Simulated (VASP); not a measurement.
These are TPSS meta-GGA, VASP's PBE PAW potentials (set 64) (plane waves; VASP 6.6.1) values and carry that method's errors.

VASP input:

**INCAR**
```
! general
SYSTEM =Ir
PREC   =Accurate
ENCUT  =520   ! plane-wave cut-off (eV)
LREAL  =.FALSE.   ! projection in real space or not
LASPH  =.TRUE.   ! aspherical one-centre terms

! electronic loop
EDIFF  =1E-7   ! SCF stop (eV)
NELM   =100   ! most electronic steps
ALGO   =Normal   ! blocked Davidson
LMAXMIX=6
LMIXTAU=.TRUE.

! smearing
ISMEAR =1
SIGMA  =0.1   ! width (eV)

! functional
METAGGA=TPSS

! ions
ISIF   =2   ! forces and stress, cell fixed

! output
LWAVE  =.FALSE.
LCHARG =.FALSE.
```

File POSCAR:
```
Ir
1
    0.0000000000     1.9082481193     1.9082481193
    1.9082481193     0.0000000000     1.9082481193
    1.9082481193     1.9082481193     0.0000000000
Ir
1
Direct
  0.0000000000   0.0000000000   0.0000000000
```

File KPOINTS:
```
Automatic
0
Gamma
  16 16 16
```

POTCAR, in this order: Ir (PBE.64 set). Program: vasp_std.

Output

### OUTCAR
```
 ion  position               nearest neighbor table
   1  0.000  0.000  0.000-
  LATTYP: Found a face centered cubic cell.
 ALAT       =     3.8164962386
 Subroutine PRICEL returns:
 Original cell was already a primitive cell.
 Subroutine GETGRP returns: Found 48 space group operations
The static configuration has the point symmetry O_h .
The dynamic configuration has the point symmetry O_h .
 Subroutine INISYM returns: Found 48 space group operations
 Subroutine IBZKPT returns following result:
 Found    145 irreducible k-points:

 Following reciprocal coordinates:
            Coordinates               Weight
  0.000000  0.000000  0.000000      1.000000
  0.062500  0.000000  0.000000      8.000000
  0.125000  0.000000  0.000000      8.000000
  0.187500  0.000000  0.000000      8.000000
  0.250000  0.000000  0.000000      8.000000
  0.312500  0.000000  0.000000      8.000000
  0.375000  0.000000  0.000000      8.000000
  0.437500  0.000000  0.000000      8.000000
  0.500000  0.000000  0.000000      4.000000
  0.062500  0.062500  0.000000      6.000000
  0.125000  0.062500  0.000000     24.000000
  0.187500  0.062500  0.000000     24.000000
  0.250000  0.062500  0.000000     24.000000
  0.312500  0.062500  0.000000     24.000000
  0.375000  0.062500  0.000000     24.000000
  0.437500  0.062500  0.000000     24.000000
  0.500000  0.062500  0.000000     24.000000
 -0.437500  0.062500  0.000000     24.000000
 -0.375000  0.062500  0.000000     24.000000
 -0.312500  0.062500  0.000000     24.000000
 -0.250000  0.062500  0.000000     24.000000
 -0.187500  0.062500  0.000000     24.000000
 -0.125000  0.062500  0.000000     24.000000
 -0.062500  0.062500  0.000000     12.000000
  0.125000  0.125000  0.000000      6.000000
  0.187500  0.125000  0.000000     24.000000
  0.250000  0.125000  0.000000     24.000000
  0.312500  0.125000  0.000000     24.000000
  0.375000  0.125000  0.000000     24.000000
  0.437500  0.125000  0.000000     24.000000
  0.500000  0.125000  0.000000     24.000000
 -0.437500  0.125000  0.000000     24.000000
 -0.375000  0.125000  0.000000     24.000000
 -0.312500  0.125000  0.000000     24.000000
 -0.250000  0.125000  0.000000     24.000000
 -0.187500  0.125000  0.000000     24.000000
 -0.125000  0.125000  0.000000     12.000000
  0.187500  0.187500  0.000000      6.000000
  0.250000  0.187500  0.000000     24.000000
  0.312500  0.187500  0.000000     24.000000
   k-points           NKPTS =    145   k-points in BZ     NKDIM =    145   number of bands    NBANDS=      8
   number of dos      NEDOS =    301   number of ions     NIONS =      1
   total plane-waves  NPLWV =   8000
   dimension x,y,z NGX =    20 NGY =   20 NGZ =   20
   dimension x,y,z NGXF=    40 NGYF=   40 NGZF=   40
   ions per type =               1
   PREC   = accura    normal or accurate (medium, high low for compatibility)
   ISTART =      0    job   : 0-new  1-cont  2-samecut
   ICHARG =      2    charge: 1-file 2-atom 10-const
   ISPIN  =      1    spin polarized calculation?
   LNONCOLLINEAR =      F non collinear calculations
   LSORBIT =      F    spin-orbit coupling
   INIWAV =      1    electr: 0-lowe 1-rand  2-diag
   ENCUT  =  520.0 eV  38.22 Ry    6.18 a.u.   5.02  5.02  5.02*2*pi/ulx,y,z
   NELM   =    100;   NELMIN=  2; NELMDL= -5     # of ELM steps
   EDIFF  = 0.1E-06   stopping-criterion for ELM
   LREAL  =      F    real-space projection
   NLSPLINE    = F    spline interpolate recip. space projectors
   LMAXMIX     =    6 max onsite mixed and CHGCAR
   VOSKOWN=      0    Vosko Wilk Nusair interpolation
...
```

**OSZICAR**
```
       N       E                     dE             d eps       ncg     rms          rms(c)
DAV:   1     0.648439757386E+02    0.64844E+02   -0.49793E+03  2344   0.116E+03
DAV:   2    -0.149140832505E+01   -0.66335E+02   -0.64815E+02  2392   0.287E+02
DAV:   3    -0.255682052317E+01   -0.10654E+01   -0.10635E+01  3568   0.539E+01
DAV:   4    -0.256179745539E+01   -0.49769E-02   -0.49757E-02  3408   0.259E+00
DAV:   5    -0.256180458144E+01   -0.71260E-05   -0.71273E-05  3552   0.104E-01    0.158E+01
DAV:   6    -0.989786266604E+01   -0.73361E+01   -0.61586E+00  2320   0.330E+01    0.980E+00
DAV:   7    -0.941270527147E+01    0.48516E+00   -0.23520E+00  2544   0.210E+01    0.162E+00
DAV:   8    -0.958915206837E+01   -0.17645E+00   -0.84925E-02  2656   0.448E+00    0.502E-01
DAV:   9    -0.958504105961E+01    0.41110E-02   -0.24857E-02  2648   0.220E+00    0.516E-01
DAV:  10    -0.958918997511E+01   -0.41489E-02   -0.14483E-02  2912   0.187E+00    0.161E-01
DAV:  11    -0.958971299616E+01   -0.52302E-03   -0.12846E-03  3384   0.444E-01    0.537E-02
DAV:  12    -0.958972543217E+01   -0.12436E-04   -0.56801E-06  2520   0.334E-02    0.531E-02
DAV:  13    -0.958975798854E+01   -0.32556E-04   -0.15008E-04  2672   0.171E-01    0.135E-02
DAV:  14    -0.958975572900E+01    0.22595E-05   -0.11773E-05  2984   0.562E-02    0.318E-03
DAV:  15    -0.958975614933E+01   -0.42033E-06   -0.63069E-08  1984   0.352E-03    0.206E-03
DAV:  16    -0.958975586432E+01    0.28501E-06   -0.21105E-08  1232   0.148E-03    0.260E-04
DAV:  17    -0.958975618577E+01   -0.32145E-06   -0.43572E-09  1192   0.906E-04    0.951E-05
DAV:  18    -0.958975612247E+01    0.63301E-07   -0.88496E-10  1208   0.288E-04
   1 F= -.95897561E+01 E0= -.95895774E+01  d E =-.536261E-03
```

OUTCAR:
```
------------------------ aborting loop because EDIFF is reached ----------------------------------------
  FORCE on cell =-STRESS in cart. coord.  units (eV):
  Direction    XX          YY          ZZ          XY          YZ          ZX
  --------------------------------------------------------------------------------------
  Total        1.0857490      1.0857490      1.0857490      0.0000000      0.0000000      0.0000000
  in kB      125.1715105    125.1715105    125.1715105      0.0000000      0.0000000      0.0000000
  external PRESSURE =     125.1715105 kB  Pullay stress =       0.0000000 kB
  volume of cell :       13.90
      direct lattice vectors                 reciprocal lattice vectors
     0.000000000  1.908248119  1.908248119    -0.262020434  0.262020434  0.262020434
     1.908248119  0.000000000  1.908248119     0.262020434 -0.262020434  0.262020434
     1.908248119  1.908248119  0.000000000     0.262020434  0.262020434 -0.262020434
 POSITION                                       TOTAL-FORCE (eV/Angst)
 -----------------------------------------------------------------------------------
      0.00000      0.00000      0.00000         0.000000     -0.000000     -0.000000
 -----------------------------------------------------------------------------------
    total drift:                                0.000000      0.000000     -0.000000
  FREE ENERGIE OF THE ION-ELECTRON SYSTEM (eV)
  ---------------------------------------------------
  free  energy   TOTEN  =        -9.5897561225 eV

  energy  without entropy=       -9.5892198616  energy(sigma->0) =       -9.58957737
```
(Selected blocks of OUTCAR.)

The compound is Ir in the fcc structure. This cell is one point of a volume scan, at 0.97 of the reference volume.
